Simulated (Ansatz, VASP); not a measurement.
# Cross-check of SiCF2 (F-SiC-F chair, 1 layer) between VASP and Ansatz

Aim: how closely do two programs agree when they are given the same cell, functional and k mesh? The structure shown is the start of the Ansatz relaxation below; VASP solves that cell, so the two are compared at the walk's first step.

Method: plane waves, with VASP 6.6.1 beside it; single point at PBE, in Ansatz 0.2.0.

## 1. Set-up

The cell holds 4 atoms: 2 F, 1 C and 1 Si. Its edges and angles: a = 3.086 Å, b = 3.085 Å, c = 20.633 Å, α = 90.0°, β = 90.0°, γ = 120.0°. Vacuum lies along c.

## 2. Ansatz: relaxation, PBE

Ansatz runs on its default PAW (the set named soft_2) files.

The two programs are compared at the cell with which this relaxation starts, whose forces are those of its first step.

input.yaml

```yaml
crystal:
  lattice:
    - [3.0855, 0.0, 0.0]
    - [-1.54275, 2.6721213834, 0.0]
    - [0.0, 0.0, 20.6333333333]
  atoms:
    - { symbol: F, position: [0.6666666667, 0.3333333333, 0.4119547658] }
    - { symbol: C, position: [0.6666666667, 0.3333333333, 0.4764135703] }
    - { symbol: Si, position: [0.3333333333, 0.6666666667, 0.5066235864] }
    - { symbol: F, position: [0.3333333333, 0.6666666667, 0.5880452342] }
kpoints:
  mp_grid: { grid: [12, 12, 1] }
hamiltonian:
  xc: pbe
scf:
  occupations: { method: fermi_dirac, width: 0.05 }
  convergence: { dr2_threshold: 1.0e-08 }
efield:
  axis: 3
  dipole_correction: true
  ramp_position: 0.97
  ramp_width: 0.04
relax:
  f_tol: 0.01
  cell: { fix: [c, alpha, beta] }
output:
  write_potential: true
  write_density: true
  volumetric_format: npy
```

Launch:

```bash
$ ansatz run input.yaml --threads 4 --pin off --max-ram 8192MiB --backend cpu --events-out ev --progress --plain --runs-dir out
```

Numbers of over 12 decimals in the logs are rounded to 6 here.

The program printed:

```text
Warning: relax.cell: scf.convergence.dr2_threshold = 1e-8 eV is looser than the 4e-10 eV advised for a relaxation that steers and ends on the stress (1e-10 eV for each atom of the cell: 4). What an SCF threshold leaves in a stress goes as its square root, and in the free energy as the threshold itself, and one threshold admits the most on a small cell: [figures from the program's tests cut] Set scf.convergence.dr2_threshold to 4e-10 eV or tighter. The threshold is an SCF's pass mark: one that does not reach it within its budget of iterations ends unconverged, or closes short of it on a stop that the run arms, and scf.convergence.dr2_threshold's page says what that costs each kind of run
Engine: ansatz 0.2.0, aarch64-unknown-linux-gnu
Pseudopotentials: kind: paw
Pseudopotential: F, paw, valence charge 7, recommended cutoff 420 eV (normal), F.paw.azcp
Pseudopotential: C, paw, valence charge 4, recommended cutoff 420 eV (normal), C.paw.azcp
Pseudopotential: Si, paw, valence charge 4, recommended cutoff 420 eV (normal), Si.paw.azcp
Functional definition: PBE
  parameter kappa = 0.804
  parameter beta = 0.066725
  exchange = pbe_x(kappa = kappa, mu = beta*pi^2/3)
  correlation = pbe_c(beta = beta)
Crystal: 4 atoms, lattice volume = 170.118 Å³
Basis set: ecut = 420 eV, 3297 PW (Γ), exchange–correlation on 48×48×288 points (8 copies of the dense FFT grid, shifted against one another)
Bands: 15, of which v1, the nominal top of the filled ones, is band 11 counted from 1 (10 counted from 0)
Symmetry: 6 space group operations
Space group: P3m1 (ITA 156), of the structure as read, at distance tolerance 5.5e-5 Å
k-points: 19 of 144 (time reversal used)
Non-local potential: F, projectors of the file, l = 0: 2, l = 1: 2, l = 2: 1
Non-local potential: C, projectors of the file, l = 0: 2, l = 1: 2, l = 2: 1
Non-local potential: Si, projectors of the file, l = 0: 2, l = 1: 2, l = 2: 2
PAW form: soft (Blöchl's): semilocal exchange-correlation on the pseudo side does not see the compensation charge
PAW one-centre angular grid: F, 110 points (default); XC on 64 Gauss nodes
PAW one-centre angular grid: C, 110 points (default); XC on 64 Gauss nodes
PAW one-centre angular grid: Si, 110 points (default); XC on 64 Gauss nodes
Initial density: superposition of atomic densities (neutral atoms: chi_scale 0, normalization atom), corrected by the library's trained network
Initial wavefunctions: pseudopotential atomic-orbital guess
Functional: x = pbe(κ = 0.804, μ = 0.219515), c = pbe(β = 0.066725)
SCF iter   1: F=—  HF=-2502.924926 eV  |F-HF|=—  |Δ(HF+E_count)|=         —  Δρ=5.41e-3  dr2=1.47e-1  ethr=1.77e-3  p=-0.123 e·Å  D=-1.30e-1 V/Å  ΔV_dip=2.69 eV  dr2_dipole=2.35e-2  V_vac-E_F(+/−)=7.22/4.53 eV  ⟨swp⟩=8.1  Hψ=2097  notcnv=0
efield: sawtooth ramp at fractional position 0.9700 (set: `efield.ramp_position`, or a place that a band, a saddle search or an elastic batch's reference lends), width 0.0400; the density the first Hamiltonian is built on has a dipole p = -0.123 e·Å; the dipole correction subtracts the counter field D = -1.30e-1 V/Å, which shifts the + side's vacuum level by +2.69 eV against the − side's; the planar-averaged density in the ramp window peaks in size at 6.8e-6 e/Å³
preconditioner: auto → none  [insulator: Δε(μ)=1.747 eV  Ē_g=13.958 eV  σ=0.050 eV  W_gap=1.00  n_scr=12 (ndim 8)  ℏωp=12.7 eV  f_vac=0.702  D(μ)=0.00/eV (n_scr^D=0)  ε∞_Penn≈1.8]
SCF iter   2: F=—  HF=-2502.934028 eV  |F-HF|=—  |Δ(HF+E_count)|=   9.10e-3  Δρ=8.95e-3  dr2=2.12e-1  ethr=6.69e-4  p=-0.018 e·Å  D=-1.87e-2 V/Å  ΔV_dip=0.39 eV  dr2_dipole=2.91e-2  V_vac-E_F(+/−)=6.28/5.90 eV  ⟨swp⟩=4.2  Hψ=783  notcnv=0
SCF iter   3: F=—  HF=-2502.885602 eV  |F-HF|=—  |Δ(HF+E_count)|=   4.84e-2  Δρ=2.09e-3  dr2=3.90e-3  ethr=6.69e-4  p=-0.067 e·Å  D=-7.09e-2 V/Å  ΔV_dip=1.46 eV  dr2_dipole=3.69e-5  V_vac-E_F(+/−)=6.90/5.43 eV  ⟨swp⟩=3.4  Hψ=610  notcnv=0
SCF iter   4: F=—  HF=-2502.885947 eV  |F-HF|=—  |Δ(HF+E_count)|=   3.45e-4  Δρ=8.89e-4  dr2=8.79e-4  ethr=1.77e-5  p=-0.065 e·Å  D=-6.88e-2 V/Å  ΔV_dip=1.42 eV  dr2_dipole=1.35e-5  V_vac-E_F(+/−)=6.96/5.54 eV  ⟨swp⟩=2.2  Hψ=590  notcnv=0
SCF iter   5: F=—  HF=-2502.886077 eV  |F-HF|=—  |Δ(HF+E_count)|=   1.30e-4  Δρ=2.14e-4  dr2=3.66e-5  ethr=4.00e-6  p=-0.065 e·Å  D=-6.90e-2 V/Å  ΔV_dip=1.42 eV  dr2_dipole=2.97e-7  V_vac-E_F(+/−)=7.03/5.61 eV  ⟨swp⟩=2.5  Hψ=495  notcnv=0
SCF iter   6: F=—  HF=-2502.886331 eV  |F-HF|=—  |Δ(HF+E_count)|=   2.54e-4  Δρ=4.60e-5  dr2=1.62e-6  ethr=1.66e-7  p=-0.065 e·Å  D=-6.91e-2 V/Å  ΔV_dip=1.43 eV  dr2_dipole=9.15e-9  V_vac-E_F(+/−)=7.04/5.61 eV  ⟨swp⟩=2.1  Hψ=508  notcnv=0
[...]
SCF iter   5: F=—  HF=-2503.206263 eV  |F-HF|=—  |Δ(HF+E_count)|=   2.50e-8  Δρ=7.42e-6  dr2=5.50e-8  ethr=3.22e-9  p=-0.004 e·Å  D=-4.06e-3 V/Å  ΔV_dip=0.08 eV  dr2_dipole=1.17e-9  V_vac-E_F(+/−)=6.57/6.48 eV  ⟨swp⟩=2.2  Hψ=365  notcnv=0
SCF iter   6: F=-2503.206263 eV  HF=-2503.206263 eV  |F-HF|=5.65e-9  |Δ(HF+E_count)|=   3.34e-8  Δρ=2.40e-6  dr2=3.63e-9  ethr=4.55e-11  p=-0.004 e·Å  D=-4.05e-3 V/Å  ΔV_dip=0.08 eV  dr2_dipole=9.72e-12  V_vac-E_F(+/−)=6.57/6.48 eV  ⟨swp⟩=9.3  Hψ=1953  notcnv=0
SCF 9 converged in 6 iterations: F = -2503.206263 eV  dr2 = 3.63e-9
relax step   9: F+E_penalty+E_count = -2503.20626348 eV  Δ(F+E_penalty+E_count) = +3.109e-4 eV  max|allowed force component| = 6.885e-3 eV/Å  Δτ_max = 0.0005 Å  P = -0.000 GPa  Ω = 179.403 Å³  energy of the carried Pulay correction = -1.233e-3 eV  fix = [c, alpha, beta]  reactions: c -0.013 GPa  (6 SCF iters, accepted)
iter 1 solved again at ethr=5.15e-7 eV; its pass at ethr=3.10e-3 eV (dr2=1.13e-4 eV) is discarded
SCF iter   1: F=—  HF=-2503.207196 eV  |F-HF|=—  |Δ(HF+E_count)|=         —  Δρ=4.18e-5  dr2=3.64e-7  ethr=5.15e-7  p=-0.004 e·Å  D=-4.05e-3 V/Å  ΔV_dip=0.08 eV  dr2_dipole=9.38e-10  V_vac-E_F(+/−)=6.57/6.48 eV  ⟨swp⟩=3.1  Hψ=2950  notcnv=0
efield: sawtooth ramp at fractional position 0.9700 (set: `efield.ramp_position`, or a place that a band, a saddle search or an elastic batch's reference lends), width 0.0400; the density the first Hamiltonian is built on has a dipole p = -0.004 e·Å; the dipole correction subtracts the counter field D = -4.05e-3 V/Å, which shifts the + side's vacuum level by +0.08 eV against the − side's; the planar-averaged density in the ramp window peaks in size at 1.0e-5 e/Å³
preconditioner: auto → none  [insulator: Δε(μ)=1.951 eV  Ē_g=12.065 eV  σ=0.050 eV  W_gap=1.00  n_scr=12 (ndim 8)  ℏωp=11.8 eV  f_vac=0.708  D(μ)=0.00/eV (n_scr^D=0)  ε∞_Penn≈2.0]
SCF iter   2: F=—  HF=-2503.207539 eV  |F-HF|=—  |Δ(HF+E_count)|=   3.43e-4  Δρ=1.87e-5  dr2=1.15e-7  ethr=1.65e-9  p=-0.004 e·Å  D=-4.03e-3 V/Å  ΔV_dip=0.08 eV  dr2_dipole=3.84e-9  V_vac-E_F(+/−)=6.57/6.48 eV  ⟨swp⟩=3.5  Hψ=626  notcnv=0
SCF iter   3: F=—  HF=-2503.207570 eV  |F-HF|=—  |Δ(HF+E_count)|=   3.11e-5  Δρ=1.02e-5  dr2=9.81e-8  ethr=5.23e-10  p=-0.004 e·Å  D=-4.08e-3 V/Å  ΔV_dip=0.08 eV  dr2_dipole=1.06e-8  V_vac-E_F(+/−)=6.57/6.48 eV  ⟨swp⟩=2.1  Hψ=442  notcnv=0
SCF iter   4: F=—  HF=-2503.207580 eV  |F-HF|=—  |Δ(HF+E_count)|=   1.03e-5  Δρ=3.37e-6  dr2=1.47e-8  ethr=4.46e-10  p=-0.004 e·Å  D=-4.04e-3 V/Å  ΔV_dip=0.08 eV  dr2_dipole=1.96e-9  V_vac-E_F(+/−)=6.57/6.48 eV  ⟨swp⟩=2.0  Hψ=426  notcnv=0
SCF iter   5: F=-2503.207583 eV  HF=-2503.207583 eV  |F-HF|=4.10e-7  |Δ(HF+E_count)|=   2.18e-6  Δρ=9.53e-7  dr2=6.71e-10  ethr=4.55e-11  p=-0.004 e·Å  D=-4.05e-3 V/Å  ΔV_dip=0.08 eV  dr2_dipole=1.68e-13  V_vac-E_F(+/−)=6.57/6.48 eV  ⟨swp⟩=14.1  Hψ=2306  notcnv=0
SCF 10 converged in 5 iterations: F = -2503.207583 eV  dr2 = 6.71e-10
relax step  10: F+E_penalty+E_count = -2503.20758292 eV  Δ(F+E_penalty+E_count) = -1.319e-3 eV  max|allowed force component| = 6.603e-3 eV/Å  Δτ_max = 0.0000 Å  P = +0.005 GPa  Ω = 179.403 Å³  fix = [c, alpha, beta]  reactions: c -0.014 GPa  stress off target by 1.47e-2 GPa on what of the cell is left free  SCF on the basis re-selected at this cell (its energy is not comparable with the rows above)  (5 SCF iters)
basis re-selected at this cell: Δ(F+E_penalty+E_count) = -1.319e-3 eV, ΔP = +0.005 GPa vs the last step (what re-selecting the basis moved, of the pressure what is left beyond the Pulay correction that the steps carried, after the strain that the cell walked since its last selection, with what the two solves' SCF thresholds leave and, on support functions, any second-order correction that the steps lacked; it is no m [...]
WARN: The output density's exchange-correlation potential varies sharply where the density is thin. Do not read a vacuum level from v_tot or v_xc, or from such a field of the output density. On a cell that repeats whose density bears no net charge and no dipole along the vacuum's axis use v_es (v_loc + v_h of the components); under efield.dipole_correction with no amplitude use v_es + v_field, which holds any externa [...]
SCF converged after 5 iterations
Free energy (F): -2503.207583 eV
Harris-Foulkes:  -2503.207583 eV  (|F-HF|=4.10e-7)
Internal energy: -2503.207583 eV  (E = F + TS)
E sigma→0 (E₀):  -2503.207583 eV
Fermi energy:    -3.422654 eV
Dipole field:    D = -0.004050 V/Å  (p = -0.004015 e·Å, saw-weighted, corrected)
Work function:   Φ+ = 6.5665 eV   Φ− = 6.4829 eV
Levels:          The Fermi level and band energies are counted from a zero that moves with the ramp; work functions are not
--- Per-component energies (eV) ---
  E_band       = -290.272949
  E_kinetic    = 544.374398
  E_local      = -11148.049147  (includes V_loc(G=0)·N_el)
  E_nonlocal   = 198.004837
  E_hartree    = 5283.129300
  E_xc         = -262.471953
  E_vxc        = -310.371275  (∫ρ·V_xc dr)
  E_paw        = -1012.425954  (= ΣΔE_a)
  E_vpaw       = -140.506324  (= ΣTr[D̂ρ^β])
  E_aug_tail   = 0.004131  (compensation charges beyond the density's cutoff)
  E_efield     = 0.000008  (sawtooth field / dipole correction)
  E_vefield    = 0.011626  (∫n·V_field dr)
  E_ewald      = 3894.226796
  E_smearing   = -0.000000  (= −TS)
  E_closure    = 0.000000  (closes the sum)
  Σ components = -2503.207583   (vs F -2503.207583, Δ=0.00e0)
--- Forces (eV/Å), atoms counted from 1 ---
  atom   1  F      0.00000000     0.00000000     0.00115300
  atom   2  C     -0.00000000    -0.00000000     0.00407869
  atom   3  Si     0.00000000     0.00000000     0.00133319
  atom   4  F      0.00000000     0.00000000    -0.00661611
  max |Σ_I F_I| component: 5.12e-5 eV/Å
--- Stress (GPa, compression-positive) ---
        0.014739       0.000000       0.000000
        0.000000       0.014739       0.000000
        0.000000       0.000000      -0.014155
  P = ⅓ Tr σ = 0.0051 GPa (0.051 kbar)
--- Band table (eV; the first three rows and the last of 19) ---
  k-point 0: bands = [... 7 lower, -8.4426, -8.4426, -4.4239, -4.4239, -2.4727, 1.2473, 2.6917, 2.8960]
  k-point 1: bands = [... 7 lower, -8.4824, -8.4528, -4.8199, -4.5207, -2.2150, 1.4697, 2.6502, 2.8693]
  k-point 2: bands = [... 7 lower, -8.5886, -8.4844, -5.6275, -4.7537, -1.7006, 1.5814, 2.6414, 3.3627]
  k-point 18: bands = [... 7 lower, -9.2079, -8.5989, -7.2623, -6.8488, 1.8604, 2.7216, 3.1614, 4.6003]
--- Relaxed structure (8 steps of the walk, 8 accepted, 2 SCFs on fresh bases) ---
  F+E_penalty+E_count = -2503.20758292 eV   max|allowed force component| = 6.603e-3 eV/Å   (the final SCF, on the basis selected at the relaxed cell)
  cell:  # Å, volume = 179.4032 Å³
    - [3.168583, 0, 0]
    - [-1.584292, 2.744074, 0]
    - [0, 0, 20.6333333333]
  atoms:
    - { symbol: F, position: [0.666667, 0.333333, 0.410407] }
    - { symbol: C, position: [0.666667, 0.333333, 0.479935] }
    - { symbol: Si, position: [0.333333, 0.666667, 0.507506] }
    - { symbol: F, position: [0.333333, 0.666667, 0.585189] }
```

## 3. VASP: single point, PBE, start cell

The same cell, functional, mesh and smearing now go to VASP, with its own data sets.

Lines of VASP's logs that name or quote its potential files are left out, and so is its time.

INCAR

```
SYSTEM = SiCF2
PREC = Accurate
ENCUT = 520
EDIFF = 1E-06
NELM = 120
ISMEAR = -1
SIGMA = 0.05
LREAL = .FALSE.
ALGO = Normal
GGA = PE
NBANDS = 17
LORBIT = 11
LWAVE = .FALSE.
LCHARG = .FALSE.
ISIF = 2
LDIPOL = .TRUE.
IDIPOL = 3
DIPOL = 0.5 0.5 0.495
LVHAR = .TRUE.
LASPH = .TRUE.
GGA_COMPAT = .FALSE.
EFERMI = MIDGAP
NELMDL = -8
```

POSCAR

```
SiCF2
1.0
    3.0855000000      0.0000000000      0.0000000000
   -1.5427500000      2.6721210000      0.0000000000
    0.0000000000      0.0000000000     20.6333330000
F C Si
2 1 1
Direct
    0.6666666667      0.3333333333      0.4119547724
    0.3333333333      0.6666666667      0.5880452276
    0.6666666667      0.3333333333      0.4764135780
    0.3333333333      0.6666666667      0.5066235785
```

KPOINTS

```
Automatic mesh
0
Gamma
12 12 1
0 0 0
```

Potentials, in the order of the species: F, C and Si (PBE family, release 64).

Launch:

```bash
$ mpirun -np 1 vasp_std
```

The program printed:

```text
[banner, memory and clock lines left out]
running    1 mpi-ranks, on    1 nodes
 distrk:  each k-point on    1 cores,    1 groups
 distr:  one band on    1 cores,    1 groups

 POSCAR found type information on POSCAR F C Si
 POSCAR found :  3 types and       4 ions
 LDA part: xc-table for (Slater+PW92), standard interpolation
 POSCAR, INCAR and KPOINTS ok, starting setup
 FFT: planning ... GRIDC
 FFT: planning ... GRID_SOFT
 FFT: planning ... GRID
 WAVECAR not read
 entering main loop
       N       E                     dE             d eps       ncg     rms          rms(c)
DAV:   1     0.184181464927E+03    0.18418E+03   -0.95508E+03   670   0.101E+03
DAV:   2    -0.550231415158E+01   -0.18968E+03   -0.18324E+03   868   0.247E+02
DAV:   3    -0.246646213855E+02   -0.19162E+02   -0.19100E+02   830   0.932E+01
DAV:   4    -0.249469083239E+02   -0.28229E+00   -0.28196E+00   844   0.123E+01
DAV:   5    -0.249503963931E+02   -0.34881E-02   -0.34867E-02   873   0.136E+00
DAV:   6    -0.249504860400E+02   -0.89647E-04   -0.89632E-04   888   0.199E-01
DAV:   7    -0.249504891560E+02   -0.31160E-05   -0.31157E-05   907   0.332E-02
DAV:   8    -0.249504892835E+02   -0.12750E-06   -0.12750E-06   818   0.617E-03    0.102E+01
DAV:   9    -0.232603819461E+02    0.16901E+01   -0.46864E+00   927   0.150E+01    0.512E+00
DAV:  10    -0.231476529160E+02    0.11273E+00   -0.37772E-01   897   0.451E+00    0.201E+00
DAV:  11    -0.231382821624E+02    0.93708E-02   -0.42835E-02   905   0.197E+00    0.782E-01
DAV:  12    -0.231402288181E+02   -0.19467E-02   -0.11611E-02   889   0.939E-01    0.138E-01
DAV:  13    -0.231403993003E+02   -0.17048E-03   -0.99375E-04   823   0.267E-01    0.744E-02
DAV:  14    -0.231407035048E+02   -0.30420E-03   -0.41004E-04   828   0.163E-01    0.234E-02
[...]
DAV:  18    -0.231410827943E+02   -0.51090E-04   -0.46866E-06   858   0.179E-02    0.229E-03
DAV:  19    -0.231411318961E+02   -0.49102E-04   -0.71113E-06   715   0.164E-02    0.114E-03
DAV:  20    -0.231411383458E+02   -0.64497E-05   -0.68577E-07   806   0.603E-03    0.851E-04
DAV:  21    -0.231411423680E+02   -0.40222E-05   -0.22092E-07   654   0.283E-03    0.495E-04
DAV:  22    -0.231411452730E+02   -0.29050E-05   -0.10905E-07   687   0.172E-03    0.353E-04
DAV:  23    -0.231411470640E+02   -0.17910E-05   -0.59442E-08   703   0.123E-03    0.240E-04
DAV:  24    -0.231411484628E+02   -0.13989E-05   -0.23367E-08   685   0.847E-04    0.966E-05
DAV:  25    -0.231411487622E+02   -0.29936E-06   -0.34913E-09   687   0.442E-04
   1 F= -.23141149E+02 E0= -.23141149E+02  d E =-.161274E-08
```

(Continued in part 2 of 2.)

[Lines on the potential files, build, host, timing and source positions are cut from VASP's logs without a mark.]

[Logs are printed without paths, hosts, clocks, repeated set-up lines and the standing remarks that a program may print on its own settings, such as how far it seeks lower states.]

[Hosts, paths, dates, database ids (printed as entryN), source tags and the programs' standing remarks are cut or masked in the printed files.]
